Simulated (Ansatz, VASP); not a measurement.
# Hg2C: VASP beside Ansatz

Wanted: the spread between two codes on one cell, functional and k mesh. The cell is generated by rule, not measured, and may not be a known phase. The cell is taken from a series of runs on this material, whose earlier steps may have relaxed, scaled, displaced or heated it; both programs get it as it stands.

Program: Ansatz 0.2.0. Level of theory: plane waves, with VASP 6.6.1 beside it; zone-centre phonons at PBE. Results are calculated unless marked as measured.

The structure was built from a prototype and need not be the compound's stable phase.

## 1. The starting structure

It takes space group Fm-3m (No. 225, cubic). Conventional cell: a = 6.064 Å, b = 6.064 Å, c = 6.064 Å, α = 90.00°, β = 90.00°, γ = 90.00°. Nearest to C lie 8 Hg at 2.63 Å. Nearest to Hg lie 4 C at 2.63 Å. Farther neighbours are not listed.

## 2. Ansatz: zone-centre phonons, PBE

Ansatz runs on its default PAW (the set named soft_2) files.

Second derivatives magnify differences that forces hide, and they need a tight electronic threshold.

File input.yaml:

```yaml
crystal:
  lattice:
    - [0.0, 3.0318533739, 3.0318533739]
    - [3.0318533739, 0.0, 3.0318533739]
    - [3.0318533739, 3.0318533739, 0.0]
  atoms:
    - { symbol: C, position: [0.0, 0.0, 0.0] }
    - { symbol: Hg, position: [0.25, 0.25, 0.25] }
    - { symbol: Hg, position: [0.75, 0.75, 0.75] }
kpoints:
  mp_grid: { grid: [12, 12, 12] }
hamiltonian:
  xc: pbe
scf:
  occupations: { method: methfessel_paxton, width: 0.2 }
output:
  eigenvalues: true
phonons:
  method: dfpt
```

Started as:

```bash
$ ansatz run input.yaml --threads 4 --pin off --max-ram 7168MiB --backend cpu --events-out ev --progress --plain --runs-dir out
```

Numbers of over 12 decimals in the logs are rounded to 6 here.

The program printed:

```text
zone centre: on kpoints.mp_grid the ground state, and the responses unless they are solved on pairs of k-points, stand on 163 of the mesh's 1728 k-points, reduced under 8 symmetry operations, with k and −k counted as one. Each operation leaves every solved displacement unchanged or reverses it
Engine: ansatz 0.2.0, aarch64-unknown-linux-gnu
Pseudopotentials: kind: paw
Pseudopotential: C, paw, valence charge 4, recommended cutoff 420 eV (normal), C.paw.azcp
Pseudopotential: Hg, paw, valence charge 20, recommended cutoff 420 eV (normal), Hg.paw.azcp
Functional definition: PBE
  parameter kappa = 0.804
  parameter beta = 0.066725
  exchange = pbe_x(kappa = kappa, mu = beta*pi^2/3)
  correlation = pbe_c(beta = beta)
Crystal: 3 atoms, lattice volume = 55.738 Å³
Basis set: ecut = 420 eV, 1067 PW (Γ), exchange–correlation on 60×60×60 points (8 copies of the dense FFT grid, shifted against one another)
Bands: 27, of which v1, the nominal top of the filled ones, is band 22 counted from 1 (21 counted from 0)
Symmetry: 48 space group operations
k-points: 163 of 1728 (irreducible under 8 space group operations, time reversal used)
Non-local potential: C, projectors of the file, l = 0: 2, l = 1: 2, l = 2: 1
Non-local potential: Hg, projectors of the file, l = 0: 3, l = 1: 2, l = 2: 2, l = 3: 1
PAW form: soft (Blöchl's): semilocal exchange-correlation on the pseudo side does not see the compensation charge
PAW one-centre angular grid: C, 110 points (default); XC on 64 Gauss nodes
PAW one-centre angular grid: Hg, 590 points (default); XC on 64 Gauss nodes
Initial density: superposition of atomic densities (neutral atoms: chi_scale 0, normalization atom), corrected by the library's trained network
Initial wavefunctions: pseudopotential atomic-orbital guess
Functional: x = pbe(κ = 0.804, μ = 0.219515), c = pbe(β = 0.066725)
SCF iter   1: F=—  HF=-27873.029235 eV  |F-HF|=—  |Δ(HF+E_count)|=         —  Δρ=3.36e-3  dr2=1.02e-2  ethr=1.77e-3  ⟨swp⟩=4.7  Hψ=15542  notcnv=0
preconditioner: auto → LDOS  [metal: Δε(μ)=0.043 eV  Ē_g=10.365 eV  σ=0.200 eV  W_gap=0.18  n_scr=14 (ndim 8)  ℏωp=26.3 eV  f_vac=0.041  D(μ)=1.01/eV (n_scr^D=8)  β→1.0]
SCF iter   2: F=—  HF=-27873.029355 eV  |F-HF|=—  |Δ(HF+E_count)|=   1.20e-4  S|Δr|=    0.00e0  Δρ=9.87e-4  dr2=5.11e-4  ethr=2.31e-5  ⟨swp⟩=2.0  Hψ=7711  notcnv=0
SCF iter   3: F=—  HF=-27873.029270 eV  |F-HF|=—  |Δ(HF+E_count)|=   8.46e-5  S|Δr|=    0.00e0  Δρ=5.66e-4  dr2=1.48e-4  ethr=1.16e-6  ⟨swp⟩=2.0  Hψ=7618  notcnv=0
SCF iter   4: F=—  HF=-27873.029207 eV  |F-HF|=—  |Δ(HF+E_count)|=   6.38e-5  S|Δr|=    0.00e0  Δρ=5.19e-5  dr2=8.91e-7  ethr=3.37e-7  ⟨swp⟩=3.0  Hψ=9660  notcnv=0
SCF iter   5: F=—  HF=-27873.029215 eV  |F-HF|=—  |Δ(HF+E_count)|=   8.94e-6  S|Δr|=    0.00e0  Δρ=5.63e-6  dr2=9.48e-9  ethr=2.03e-9  ⟨swp⟩=2.0  Hψ=6678  notcnv=0
SCF iter   6: F=—  HF=-27873.029215 eV  |F-HF|=—  |Δ(HF+E_count)|=   1.64e-8  S|Δr|=    0.00e0  Δρ=5.88e-7  dr2=1.28e-10  ethr=2.15e-11  ⟨swp⟩=2.0  Hψ=6947  notcnv=0
SCF iter   7: F=-27873.029215 eV  HF=-27873.029215 eV  |F-HF|=1.82e-11  |Δ(HF+E_count)|=  1.35e-10  S|Δr|=    0.00e0  Δρ=4.64e-8  dr2=7.51e-13  ethr=1.00e-12  ⟨swp⟩=6.6  Hψ=18923  notcnv=0
SCF 1 converged in 7 iterations: F = -27873.029215 eV  dr2 = 7.51e-13
  greatest PAW one-centre occupation: 1.000 electrons in one spin orbital (limit 2), on the Hg atom at site 2 (counted from 0), in its partial waves of l = 0
DFPT response loops at Γ: preconditioner auto → Kerker (q_TF=auto, 2.623 Å⁻¹) (partly filled bands, converged f_vac=0.045); β = 1.00, the filter's whole step (`scf.mixing.beta` (0.50) is not read by the response loops under this deck's `scf.mixing.preconditioner`; to damp them name `kerker` or `kerker_dos`, under which they read `scf.mixing.beta`, and type it under 1.00, their step now; both keys bind the ground state too); Broyden in place of MSR1
SCF converged after 7 iterations
Stability not checked: this state was not tested for a lower state beside it, because cold or Methfessel-Paxton smearing, or corrected tetrahedra, fill the levels in a way that the test cannot read (fill_not_monotonic; see scf.lower_state_search)
Free energy (F): -27873.029215 eV
Harris-Foulkes:  -27873.029215 eV  (|F-HF|=1.82e-11)
Internal energy: -27873.029674 eV  (E = F + TS)
E sigma→0 (E₀):  -27873.029330 eV
Entropy (-TS):   0.000458 eV (0.153 meV/atom)
Fermi energy:    13.845661 eV
--- Per-component energies (eV) ---
  E_band       = -791.463633
  E_kinetic    = 1284.197062
  E_local      = -5370.424447  (includes V_loc(G=0)·N_el)
  E_nonlocal   = 173.393619
  E_hartree    = 2293.753975
  E_xc         = -486.012586
  E_vxc        = -580.396591  (∫ρ·V_xc dr)
  E_paw        = -19985.891612  (= ΣΔE_a)
  E_vpaw       = -885.743019  (= ΣTr[D̂ρ^β])
  E_aug_tail   = 0.001802  (compensation charges beyond the density's cutoff)
  E_ewald      = -5782.047485
  E_smearing   = 0.000458  (= −TS)
  E_closure    = -0.000000  (closes the sum)
  Σ components = -27873.029215   (vs F -27873.029215, Δ=0.00e0)
--- Band table (eV; the first three rows and the last of 163) ---
  k-point 0: bands = [... 18 lower, 8.2720, 10.7909, 14.2212, 14.2212, 14.2212, 17.7006, 17.7006, 17.7006, ... 1 higher]
  k-point 1: bands = [... 18 lower, 8.2083, 10.7642, 14.0736, 14.1517, 14.1517, 16.4599, 17.8655, 17.8655, ... 1 higher]
  k-point 2: bands = [... 18 lower, 8.0280, 10.6297, 13.4438, 13.9899, 13.9899, 15.9682, 18.2808, 18.2808, ... 1 higher]
  k-point 162: bands = [... 18 lower, 7.9057, 10.0777, 10.0777, 10.6978, 16.5028, 16.5028, 17.4716, 17.8102, ... 1 higher]
--- Phonons (Γ-DFPT): 2 representative perturbations + reference, on 163 of 1728 k-points (Σ response iterations 6) ---
  k mesh reduced under 8 symmetry operations, with k and −k counted as one. Each operation leaves every solved displacement unchanged or reverses it
  ASR residual: 2.213e-5 → 0.000e0 eV/Å²; symmetrization residual: 9.956e-8 eV/Å²
  ASR residual per site (eV/Å²): 2.21e-5 4.01e-6 4.01e-6
  Γ frequencies (cm⁻¹): -245.85 -245.85 -245.85 0.00 0.00 0.00 86.43 86.43 86.43
  non-analytic LO–TO correction: not included (Born effective charges unavailable; polar crystals: no LO–TO splitting at Γ)
```

The column dr2 measures how far the density is from self-consistency, as an energy; F and HF (Harris–Foulkes) agree once it is small.

## 3. VASP: zone-centre phonons, PBE

The same cell, functional, mesh and smearing now go to VASP, with its own data sets.

Lines of VASP's logs that name or quote its potential files are left out, and so is its time.

File INCAR:

```
SYSTEM = Hg2C
PREC = Accurate
ENCUT = 600
EDIFF = 1E-08
NELM = 120
ISMEAR = 1
SIGMA = 0.2
LREAL = .FALSE.
ALGO = Normal
GGA = PE
NBANDS = 20
LORBIT = 11
LWAVE = .FALSE.
LCHARG = .FALSE.
ISIF = 2
IBRION = 8
LASPH = .TRUE.
GGA_COMPAT = .FALSE.
KPAR = 2
```

File POSCAR:

```
Hg2C
1.0
    0.0000000000      3.0318533739      3.0318533739
    3.0318533739      0.0000000000      3.0318533739
    3.0318533739      3.0318533739      0.0000000000
C Hg
1 2
Direct
    0.0000000000      0.0000000000      0.0000000000
    0.2500000000      0.2500000000      0.2500000000
    0.7500000000      0.7500000000      0.7500000000
```

File KPOINTS:

```
Automatic mesh
0
Gamma
12 12 12
0 0 0
```

PAW data sets: C and Hg (PBE family, release 64).

Started as:

```bash
$ mpirun -np 2 vasp_std
```

The program printed:

```text
[banner, memory and clock lines left out]
running    2 mpi-ranks, on    1 nodes
 distrk:  each k-point on    1 cores,    2 groups
 distr:  one band on    1 cores,    1 groups

 POSCAR found type information on POSCAR C Hg
 POSCAR found :  2 types and       3 ions
 LDA part: xc-table for (Slater+PW92), standard interpolation
 POSCAR, INCAR and KPOINTS ok, starting setup
 FFT: planning ... GRIDC
 FFT: planning ... GRID_SOFT
 FFT: planning ... GRID
 WAVECAR not read
 entering main loop
       N       E                     dE             d eps       ncg     rms          rms(c)
DAV:   1     0.220119079820E+03    0.22012E+03   -0.15786E+04  2880   0.153E+03
DAV:   2     0.234161058981E+01   -0.21778E+03   -0.20920E+03  3056   0.353E+02
DAV:   3    -0.586086016732E+01   -0.82025E+01   -0.80794E+01  3348   0.686E+01
DAV:   4    -0.593749639245E+01   -0.76636E-01   -0.76303E-01  3048   0.592E+00
DAV:   5    -0.593791011080E+01   -0.41372E-03   -0.41368E-03  3264   0.408E-01    0.102E+01
DAV:   6    -0.479642295543E+01    0.11415E+01   -0.64784E+00  4008   0.196E+01    0.836E+00
DAV:   7    -0.472872192799E+01    0.67701E-01   -0.44957E-01  3008   0.514E+00    0.501E+00
DAV:   8    -0.472376351806E+01    0.49584E-02   -0.11129E-01  2984   0.198E+00    0.432E-01
DAV:   9    -0.471868062086E+01    0.50829E-02   -0.13242E-02  3404   0.602E-01    0.145E-01
DAV:  10    -0.471869445847E+01   -0.13838E-04   -0.20076E-03  3060   0.278E-01    0.368E-02
DAV:  11    -0.471872037445E+01   -0.25916E-04   -0.41558E-05  3128   0.591E-02    0.156E-02
DAV:  12    -0.471872323957E+01   -0.28651E-05   -0.12443E-05  3192   0.319E-02    0.452E-03
DAV:  13    -0.471872312720E+01    0.11236E-06   -0.34341E-07  3112   0.386E-03    0.349E-03
DAV:  14    -0.471872312239E+01    0.48130E-08   -0.27616E-07  3160   0.275E-03    0.572E-04
DAV:  15    -0.471872313169E+01   -0.92982E-08   -0.84850E-09  2280   0.667E-04
   1 F= -.47187231E+01 E0= -.47188815E+01  d E =0.475113E-03
 Linear response reoptimize wavefunctions to high precision
DAV:   1    -0.471872314379E+01   -0.12104E-07   -0.12686E-09  2252   0.261E-04
DAV:   2    -0.471872314381E+01   -0.15461E-10   -0.44624E-11  1592   0.485E-05
 Linear response DOF=           2
 Linear response progress:
  Degree of freedom:   1/  2
       N       E                     dE             d eps       ncg     rms          rms(c)
RMM:   1    -0.106090721418E+00   -0.10609E+00    0.46422E-02 13710   0.142E+00
RMM:   2    -0.106178566685E+00   -0.87845E-04   -0.14656E-03  9837   0.244E-01    0.119E-01
RMM:   3    -0.106168668361E+00    0.98983E-05   -0.71057E-05 10139   0.526E-02    0.688E-02
RMM:   4    -0.106242593787E+00   -0.73925E-04   -0.55762E-05 10123   0.478E-02    0.955E-03
RMM:   5    -0.106235745096E+00    0.68487E-05   -0.17122E-06 10261   0.926E-03    0.201E-03
RMM:   6    -0.106235387511E+00    0.35759E-06   -0.31894E-08 10321   0.110E-03    0.900E-04
RMM:   7    -0.106237032824E+00   -0.16453E-05   -0.10673E-08 10196   0.799E-04    0.200E-04
RMM:   8    -0.106236920645E+00    0.11218E-06   -0.19397E-09 10404   0.217E-04    0.906E-05
RMM:   9    -0.106236337609E+00    0.58304E-06   -0.27848E-10 10319   0.105E-04    0.148E-05
RMM:  10    -0.106236321256E+00    0.16353E-07    0.27418E-10 10415   0.306E-05    0.610E-06
RMM:  11    -0.106236306885E+00    0.14371E-07   -0.20918E-09 10426   0.113E-05    0.134E-06
RMM:  12    -0.106236310135E+00   -0.32502E-08   -0.19334E-09  7985   0.580E-06    0.188E-07
 first order change of Fermi-energy   0.19740E-02
 force on displaced ion       1 direction 1 :   2.395   0.000   0.000
 Linear response progress:
  Degree of freedom:   2/  2
       N       E                     dE             d eps       ncg     rms          rms(c)
RMM:   1    -0.380168917668E+00   -0.38017E+00   -0.15452E-01 17855   0.272E+00
RMM:   2    -0.377989135140E+00    0.21798E-02   -0.14571E-03 16886   0.314E-01    0.824E-02
RMM:   3    -0.377453570167E+00    0.53556E-03   -0.40846E-05 17938   0.387E-02    0.498E-02
RMM:   4    -0.376904603691E+00    0.54897E-03   -0.25238E-05 17029   0.302E-02    0.110E-02
RMM:   5    -0.376826107362E+00    0.78496E-04   -0.11702E-06 18390   0.748E-03    0.712E-04
RMM:   6    -0.376824315186E+00    0.17922E-05   -0.62085E-09 18465   0.548E-04    0.396E-04
RMM:   7    -0.376824785606E+00   -0.47042E-06   -0.51347E-09 18326   0.463E-04    0.477E-05
RMM:   8    -0.376824550068E+00    0.23554E-06   -0.69711E-10 18720   0.458E-05    0.296E-05
RMM:   9    -0.376824289900E+00    0.26017E-06   -0.59120E-10 18412   0.420E-05    0.512E-06
RMM:  10    -0.376824295957E+00   -0.60568E-08   -0.44170E-10 16578   0.175E-05    0.245E-06
 first order change of Fermi-energy  -0.16716E-03
 force on displaced ion       2 direction 1 :  -2.310  -0.000  -0.000
 Linear response finished
```

OUTCAR, selected parts (step 3):

```text
ion  position               nearest neighbor table
   1  0.000  0.000  0.000-   3 2.63   3 2.63   3 2.63   2 2.63   2 2.63   2 2.63   3 2.63   2 2.63

  LATTYP: Found a face centered cubic cell.
 ALAT       =     6.0637067478

 Subroutine GETGRP returns: Found 48 space group operations
 (whereof 48 operations were pure point group operations)

The static configuration has the point symmetry O_h .

 Found     72 irreducible k-points:

   k-points           NKPTS =     72   k-points in BZ     NKDIM =     72   number of bands    NBANDS=     20

   dimension x,y,z NGX =    36 NGY =   36 NGZ =   36
   dimension x,y,z NGXF=    72 NGYF=   72 NGZF=   72

   ENCUT  =  600.0 eV  44.10 Ry    6.64 a.u.   8.56  8.56  8.56*2*pi/ulx,y,z

   NELECT =      28.0000    total number of electrons

 k-points in reciprocal lattice and weights: Automatic mesh
   0.00000000  0.00000000  0.00000000       0.001
   0.08333333  0.00000000  0.00000000       0.005
   0.16666667  0.00000000  0.00000000       0.005
   0.25000000  0.00000000  0.00000000       0.005
   0.33333333  0.00000000  0.00000000       0.005
   0.41666667  0.00000000  0.00000000       0.005
   0.50000000  0.00000000  0.00000000       0.002
   0.08333333  0.08333333  0.00000000       0.003
   0.16666667  0.08333333  0.00000000       0.014
[...]
-0.33333333  0.50000000  0.16666667       0.007
  -0.25000000  0.50000000  0.25000000       0.003

 average (electrostatic) potential at core
       1 -52.6969       2 -40.3626       3 -40.3626

  Total        0.2318145      0.2318145      0.2318145      0.0000000      0.0000000     -0.0000000
  in kB        6.6634108      6.6634108      6.6634108      0.0000000      0.0000000     -0.0000000
  external PRESSURE =       6.6634108 kB  Pullay stress =       0.0000000 kB

  energy-cutoff  :      600.00
  volume of cell :       55.74
      direct lattice vectors                 reciprocal lattice vectors
     0.000000000  3.031853374  3.031853374    -0.164915627  0.164915627  0.164915627
     3.031853374  0.000000000  3.031853374     0.164915627 -0.164915627  0.164915627
     3.031853374  3.031853374  0.000000000     0.164915627  0.164915627 -0.164915627

 POSITION                                       TOTAL-FORCE (eV/Angst)
 -----------------------------------------------------------------------------------
      0.00000      0.00000      0.00000         0.000000     -0.000000     -0.000000
      1.51593      1.51593      1.51593        -0.000000     -0.000000     -0.000000
      4.54778      4.54778      4.54778         0.000000      0.000000      0.000000
 -----------------------------------------------------------------------------------
    total drift:                                0.000000      0.000000      0.000000

 Eigenvectors and eigenvalues of the dynamical matrix
 ----------------------------------------------------

   1 f  =    2.654859 THz    16.680970 2PiTHz   88.556556 cm-1    10.979609 meV
             X         Y         Z           dx          dy          dz
      0.000000  0.000000  0.000000    -0.000000   -0.000000   -0.000000
      1.515927  1.515927  1.515927    -0.210908    0.671347    0.069358
      4.547780  4.547780  4.547780     0.210908   -0.671347   -0.069358

   2 f  =    2.654859 THz    16.680970 2PiTHz   88.556556 cm-1    10.979609 meV
             X         Y         Z           dx          dy          dz
      0.000000  0.000000  0.000000    -0.000000    0.000000    0.000000
      1.515927  1.515927  1.515927     0.672838    0.214848   -0.033607
      4.547780  4.547780  4.547780    -0.672838   -0.214848    0.033607

   3 f  =    2.654859 THz    16.680970 2PiTHz   88.556556 cm-1    10.979609 meV
             X         Y         Z           dx          dy          dz
      0.000000  0.000000  0.000000    -0.000000   -0.000000   -0.000000
      1.515927  1.515927  1.515927    -0.052982    0.055973   -0.702894
      4.547780  4.547780  4.547780     0.052982   -0.055973    0.702894

   4 f  =    0.016100 THz     0.101160 2PiTHz    0.537043 cm-1     0.066585 meV
             X         Y         Z           dx          dy          dz
      0.000000  0.000000  0.000000    -0.009323   -0.002952   -0.167971
      1.515927  1.515927  1.515927    -0.038623   -0.012229   -0.695848
      4.547780  4.547780  4.547780    -0.038623   -0.012229   -0.695848

   5 f  =    0.016100 THz     0.101160 2PiTHz    0.537043 cm-1     0.066585 meV
             X         Y         Z           dx          dy          dz
      0.000000  0.000000  0.000000     0.109437   -0.127745   -0.003829
      1.515927  1.515927  1.515927     0.453359   -0.529206   -0.015864
      4.547780  4.547780  4.547780     0.453359   -0.529206   -0.015864

   6 f  =    0.016100 THz     0.101160 2PiTHz    0.537043 cm-1     0.066585 meV
             X         Y         Z           dx          dy          dz
      0.000000  0.000000  0.000000     0.127462    0.109464   -0.008998
      1.515927  1.515927  1.515927     0.528033    0.453471   -0.037278
      4.547780  4.547780  4.547780     0.528033    0.453471   -0.037278

   7 f/i=    7.082033 THz    44.497723 2PiTHz  236.231181 cm-1    29.288920 meV
             X         Y         Z           dx          dy          dz
      0.000000  0.000000  0.000000    -0.000000   -0.000000   -0.985743
      1.515927  1.515927  1.515927     0.000000    0.000000    0.118975
      4.547780  4.547780  4.547780     0.000000    0.000000    0.118975

   8 f/i=    7.082033 THz    44.497723 2PiTHz  236.231181 cm-1    29.288920 meV
             X         Y         Z           dx          dy          dz
      0.000000  0.000000  0.000000    -0.089854   -0.981640    0.000000
      1.515927  1.515927  1.515927     0.010845    0.118479   -0.000000
      4.547780  4.547780  4.547780     0.010845    0.118479    0.000000

   9 f/i=    7.082033 THz    44.497723 2PiTHz  236.231181 cm-1    29.288920 meV
             X         Y         Z           dx          dy          dz
      0.000000  0.000000  0.000000     0.981640   -0.089854    0.000000
      1.515927  1.515927  1.515927    -0.118479    0.010845    0.000000
      4.547780  4.547780  4.547780    -0.118479    0.010845   -0.000000

 ELASTIC MODULI CONTR FROM IONIC RELAXATION (kBar)
 Direction    XX          YY          ZZ          XY          YZ          ZX
 --------------------------------------------------------------------------------
 XX          -0.0000     -0.0000      0.0000      0.0000     -0.0000     -0.0000
 YY          -0.0000     -0.0000      0.0000      0.0000     -0.0000     -0.0000
 ZZ           0.0000      0.0000     -0.0000     -0.0000      0.0000      0.0000
 XY           0.0000      0.0000     -0.0000     -5.7330      0.0000      0.0000
 YZ          -0.0000     -0.0000      0.0000      0.0000     -5.7330     -0.0000
 ZX          -0.0000     -0.0000      0.0000      0.0000     -0.0000     -5.7330
 --------------------------------------------------------------------------------
```

## 4. Side by side

Known differences besides the potentials themselves: the data sets hold 44 valence electrons in Ansatz (on its default PAW (the set named soft_2) files) and 28 in VASP; the cutoff is 420 eV in Ansatz and 600 eV in VASP. Total energies have different zeros and are not compared.

Compared:

| quantity | Ansatz | VASP | difference |
| --- | --- | --- | --- |
| optical mode 1 to 3 (imaginary, printed as negative) (cm⁻¹) | -245.8 | -236.2 | -9.6 |
| optical mode 4 to 6 (cm⁻¹) | 86.4 | 88.6 | -2.40 % |

Modes are paired by rising frequency, not by their patterns, so a pair may set unlike modes beside each other; they are those without the splitting of longitudinal modes.

## 5. Outcome

| Item | Value |
| --- | --- |
| r.m.s. difference of the optical zone-centre modes, each program's sorted by frequency (zone-centre phonons, PBE) | 7.0 cm⁻¹ |
| difference in optical mode 4 to 6 (zone-centre phonons, PBE) | -2.4 % |

In words: The r.m.s. difference of the optical zone-centre modes, each program's sorted by frequency is 7.0 cm⁻¹ (zone-centre phonons, PBE). The data sets hold unlike numbers of valence electrons (44 in Ansatz and 28 in VASP), so part of the differences comes from the potentials. Among the rows given in per cent, the largest difference of the zone-centre phonons, PBE pair is in optical mode 4 to 6, -2.4 %. Such differences can come from data sets, numerical settings and the points named under the comparisons, not from the functional's error against experiment.

[Lines on the potential files, build, host, timing and source positions are cut from VASP's logs without a mark.]

[Logs are printed without paths, hosts, clocks, repeated set-up lines and the standing remarks that a program may print on its own settings, such as how far it seeks lower states.]

[Hosts, paths, dates, database ids (printed as entryN), source tags and the programs' standing remarks are cut or masked in the printed files.]
